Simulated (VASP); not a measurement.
Level of theory: PBE GGA, VASP's PBE PAW potentials (set 64) (plane waves; VASP).

VASP input:

POSCAR:
```
Ti
1
    2.9463660000     0.0000000000     0.0000000000
    0.0000000000     9.4799500000     0.0000000000
    0.0000000000     0.0000000000    14.2396000000
Ti
8
Direct
  0.7500000000   0.0000000000   0.4106790000
  0.7500000000   0.5000000000   0.4106790000
  0.2500000000   0.2500000000   0.4702240000
  0.2500000000   0.7500000000   0.3511330000
  0.2500000000   0.0000000000   0.5893140000
  0.2500000000   0.5000000000   0.5893140000
  0.7500000000   0.2500000000   0.6488670000
  0.7500000000   0.7500000000   0.5297690000
```

**KPOINTS**
```
K-points
0
Gamma
 7 3 1
0 0 0
```

**INCAR**
```
# general
SYSTEM   =  Ti
PREC     =  Accurate
ENCUT    =  300   # plane-wave cut-off (eV)
LREAL    =  .FALSE.   # projection in real space or not
LASPH    =  .TRUE.   # aspherical one-centre terms

# electronic loop
EDIFF    =  1E-6   # SCF stop (eV)
NELM     =  100   # most electronic steps
ALGO     =  Normal   # blocked Davidson
LMAXMIX  =  4

# smearing
ISMEAR   =  1
SIGMA    =  0.05

# functional
GGA      =  PE

# ions
ISIF     =  2

# output
LWAVE    =  .FALSE.
LCHARG   =  .FALSE.
```

POTCAR, in this order: Ti_sv (PBE.64 set). Program: vasp_std.

The resulting files:

File OUTCAR:
```
 ion  position               nearest neighbor table
   1  0.750  0.000  0.411-   8 2.91   3 2.92   3 2.92   4 2.92   4 2.92
   2  0.750  0.500  0.411-   8 2.91   3 2.92   3 2.92   4 2.92   4 2.92
   3  0.250  0.250  0.470-   5 2.91   6 2.91   1 2.92   2 2.92   1 2.92   2 2.92
   4  0.250  0.750  0.351-   1 2.92   2 2.92   1 2.92   2 2.92
   5  0.250  0.000  0.589-   3 2.91   8 2.92   8 2.92   7 2.92   7 2.92
   6  0.250  0.500  0.589-   3 2.91   8 2.92   8 2.92   7 2.92   7 2.92
   7  0.750  0.250  0.649-   5 2.92   6 2.92   5 2.92   6 2.92
   8  0.750  0.750  0.530-   1 2.91   2 2.91   5 2.92   6 2.92   5 2.92   6 2.92
  LATTYP: Found a simple orthorhombic cell.
 ALAT       =     2.9463660000
 B/A-ratio  =     3.2175059039
 C/A-ratio  =     4.8329365734
 Subroutine PRICEL returns:
 Original cell was already a primitive cell.
 Subroutine GETGRP returns: Found  8 space group operations
The static configuration has the point symmetry C_1 .
 The point group associated with its full space group is D_2h.
The dynamic configuration has the point symmetry C_1 .
 Subroutine INISYM returns: Found  8 space group operations
 Subroutine IBZKPT returns following result:
 Found      8 irreducible k-points:

 Following reciprocal coordinates:
            Coordinates               Weight
  0.000000  0.000000  0.000000      1.000000
  0.142857  0.000000  0.000000      2.000000
  0.285714  0.000000  0.000000      2.000000
  0.428571  0.000000  0.000000      2.000000
  0.000000  0.333333  0.000000      2.000000
  0.142857  0.333333  0.000000      4.000000
  0.285714  0.333333  0.000000      4.000000
  0.428571  0.333333  0.000000      4.000000
   k-points           NKPTS =      8   k-points in BZ     NKDIM =      8   number of bands    NBANDS=     57
   number of dos      NEDOS =    301   number of ions     NIONS =      8
   total plane-waves  NPLWV =  77760
   dimension x,y,z NGX =    18 NGY =   54 NGZ =   80
   dimension x,y,z NGXF=    36 NGYF=  108 NGZF=  160
   ions per type =               8
   PREC   = accura    normal or accurate (medium, high low for compatibility)
   ISTART =      0    job   : 0-new  1-cont  2-samecut
   ICHARG =      2    charge: 1-file 2-atom 10-const
   ISPIN  =      1    spin polarized calculation?
   LNONCOLLINEAR =      F non collinear calculations
   LSORBIT =      F    spin-orbit coupling
   INIWAV =      1    electr: 0-lowe 1-rand  2-diag
   ENCUT  =  300.0 eV  22.05 Ry    4.70 a.u.   4.16 13.39 20.11*2*pi/ulx,y,z
   NELM   =    100;   NELMIN=  2; NELMDL= -5     # of ELM steps
   EDIFF  = 0.1E-05   stopping-criterion for ELM
   LREAL  =      F    real-space projection
   NLSPLINE    = F    spline interpolate recip. space projectors
   LMAXMIX     =    4 max onsite mixed and CHGCAR
   VOSKOWN=      0    Vosko Wilk Nusair interpolation
   EDIFFG = 0.1E-04   stopping-criterion for IOM
   NSW    =      0    number of steps for IOM
   NBLOCK =      1;   KBLOCK =      1    inner block; outer block
   IBRION =     -1    ionic relax: 0-MD 1-quasi-New 2-CG
   NFREE  =      0    steps in history (QN), initial steepest desc. (CG)
   ISIF   =      2    stress and relaxation
   ISYM   =      2    0-nonsym 1-usesym 2-fastsym
   TEIN   =    0.0    initial temperature
   TEBEG  =    0.0;   TEEND  =   0.0 temperature during run
   SMASS  =  -3.00    Nose mass-parameter (am)
   PSTRESS=    0.0 pullay stress
   NELECT =      96.0000    total number of electrons
   EFERMI =   0.00;   METHOD = LEGACY
   ISMEAR =     1;   SIGMA  =   0.05  broadening in eV -4-tet -1-fermi 0-gaus
   IALGO  =     38    algorithm
   LDIAG  =      T    sub-space diagonalisation (order eigenvalues)
   IMIX   =      4    mixing-type and parameters
     AMIX     =   0.40;   BMIX     =  1.00
     AMIX_MAG =   1.60;   BMIX_MAG =  1.00
     AMIN     =   0.10
   GGA     = PE    functional components
   VOSKOWN =     0    Vosko Wilk Nusair interpolation
...
```

OSZICAR:
```
       N       E                     dE             d eps       ncg     rms          rms(c)
DAV:   1     0.932810693703E+03    0.93281E+03   -0.42613E+04  1192   0.121E+03
DAV:   2     0.846445844874E+02   -0.84817E+03   -0.83128E+03   981   0.452E+02
DAV:   3    -0.383575629231E+02   -0.12300E+03   -0.11980E+03  1440   0.146E+02
DAV:   4    -0.631536752391E+02   -0.24796E+02   -0.24427E+02  1392   0.527E+01
DAV:   5    -0.655496298123E+02   -0.23960E+01   -0.23708E+01  1480   0.151E+01    0.207E+01
DAV:   6    -0.623667729138E+02    0.31829E+01   -0.92383E+01  1360   0.607E+01    0.225E+01
DAV:   7    -0.597680522165E+02    0.25987E+01   -0.13199E+02  1297   0.411E+01    0.145E+01
DAV:   8    -0.565632644851E+02    0.32048E+01   -0.31960E+01  1312   0.222E+01    0.120E+01
DAV:   9    -0.554033252493E+02    0.11599E+01   -0.13648E+01  1272   0.158E+01    0.602E+00
DAV:  10    -0.550451521008E+02    0.35817E+00   -0.16218E+00  1312   0.589E+00    0.377E+00
DAV:  11    -0.549860309420E+02    0.59121E-01   -0.15747E+00  1272   0.771E+00    0.196E+00
DAV:  12    -0.549885099592E+02   -0.24790E-02   -0.23860E-01  1231   0.259E+00    0.173E+00
DAV:  13    -0.549457747566E+02    0.42735E-01   -0.23439E-01  1304   0.415E+00    0.337E-01
DAV:  14    -0.549482337191E+02   -0.24590E-02   -0.29216E-02  1256   0.959E-01    0.268E-01
DAV:  15    -0.549479880637E+02    0.24566E-03   -0.10980E-02  1360   0.827E-01    0.302E-01
DAV:  16    -0.549481403426E+02   -0.15228E-03   -0.74459E-03  1352   0.619E-01    0.119E-01
DAV:  17    -0.549490965795E+02   -0.95624E-03   -0.21422E-03  1232   0.342E-01    0.750E-02
DAV:  18    -0.549507089347E+02   -0.16124E-02   -0.15088E-03  1376   0.425E-01    0.141E-01
DAV:  19    -0.549508827803E+02   -0.17385E-03   -0.77197E-04  1320   0.225E-01    0.361E-02
DAV:  20    -0.549511548778E+02   -0.27210E-03   -0.26952E-04  1472   0.172E-01    0.255E-02
DAV:  21    -0.549512172028E+02   -0.62325E-04   -0.56784E-05  1264   0.715E-02    0.827E-03
DAV:  22    -0.549512375192E+02   -0.20316E-04   -0.13091E-05  1160   0.216E-02    0.553E-03
DAV:  23    -0.549512420921E+02   -0.45730E-05   -0.37243E-06   928   0.179E-02    0.187E-03
DAV:  24    -0.549512434403E+02   -0.13482E-05   -0.67141E-07   704   0.817E-03    0.810E-04
DAV:  25    -0.549512435372E+02   -0.96899E-07   -0.32818E-07   672   0.403E-03
   1 F= -.54951244E+02 E0= -.54950998E+02  d E =-.735348E-03
```

**OUTCAR**
```
------------------------ aborting loop because EDIFF is reached ----------------------------------------
  FORCE on cell =-STRESS in cart. coord.  units (eV):
  Direction    XX          YY          ZZ          XY          YZ          ZX
  --------------------------------------------------------------------------------------
  Total       -6.9498533     -8.9975996     -8.0098203     -0.0000000      0.0000000      0.0000000
  in kB      -27.9959811    -36.2448840    -32.2658286     -0.0000000      0.0000000      0.0000000
  external PRESSURE =     -32.1688979 kB  Pullay stress =       0.0000000 kB
  volume of cell :      397.73
      direct lattice vectors                 reciprocal lattice vectors
     2.946366000  0.000000000  0.000000000     0.339401147  0.000000000  0.000000000
     0.000000000  9.479950000  0.000000000     0.000000000  0.105485788  0.000000000
     0.000000000  0.000000000 14.239600000     0.000000000  0.000000000  0.070226692
 POSITION                                       TOTAL-FORCE (eV/Angst)
 -----------------------------------------------------------------------------------
      2.20977      0.00000      5.84790        -0.000000     -0.359310      0.713133
      2.20977      4.73998      5.84790        -0.000000      0.359310      0.713133
      0.73659      2.36999      6.69580        -0.000000      0.000000      0.930744
      0.73659      7.10996      4.99999         0.000000      0.000000      0.696540
      0.73659      0.00000      8.39160         0.000000      0.359310     -0.713133
      0.73659      4.73998      8.39160         0.000000     -0.359310     -0.713133
      2.20977      2.36999      9.23961        -0.000000      0.000000     -0.696540
      2.20977      7.10996      7.54370        -0.000000      0.000000     -0.930744
 -----------------------------------------------------------------------------------
    total drift:                                0.000000      0.000000     -0.239049
  FREE ENERGIE OF THE ION-ELECTRON SYSTEM (eV)
  ---------------------------------------------------
  free  energy   TOTEN  =       -54.9512435372 eV

  energy  without entropy=      -54.9505081893  energy(sigma->0) =      -54.95099842
```
(Selected blocks of OUTCAR.)

At this cut-off the stress carries a Pulay error, which pulls relaxed volumes low. The cell holds a wide vacuum, so values per volume refer to the whole cell.

The cell is a sheet with vacuum, built from a generated structure.
